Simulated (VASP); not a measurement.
Here is the system:

```
Cd
1.0
    1.49000    -2.58076     0.00000
    1.49000     2.58076     0.00000
    0.00000     0.00000     5.62000
Cd
2
Direct
  0.33333   0.66667   0.25000
  0.66667   0.33333   0.75000
```

Computed with r2SCAN+rVV10, VASP's PBE PAW potentials (set 64) (plane waves; VASP). Run with 520 eV cut-off, 13×13×6 Γ-centred mesh, first-order Methfessel-Paxton smearing of 0.10 eV, potentials Cd.

The ions, cell shape and volume are relaxed. Predict the relaxed structure.

```
Cd
1.0
    1.48966    -2.58016     0.00000
    1.48966     2.58016     0.00000
    0.00000     0.00000     5.54606
Cd
2
Direct
  0.33333   0.66667   0.25000
  0.66667   0.33333   0.75000
```
Space group P6_3/mmc (194), at a tolerance of 0.03 Å.

How do energy and volume change from the first to the last step?

The energy (σ→0) changes by -1.0 meV/atom and the volume by -1.4 %, in 6 ionic steps.

```
step  E(σ→0) (eV)  max force (eV/Å)  pressure (GPa)  volume (Å³)
----  -----------  ----------------  --------------  -----------
1        -39.4708             0.000           -0.56        43.22
2        -39.4722             0.000            0.03        42.75
3        -39.4722             0.000            0.15        42.67
4        -39.4728             0.000            0.07        42.64
5        -39.4728             0.000            0.04        42.63
6        -39.4728             0.000            0.05        42.63
```

The compound is Cd in the hcp structure. This run relaxes it. Symmetry was kept, so distortions that lower it aren't found.
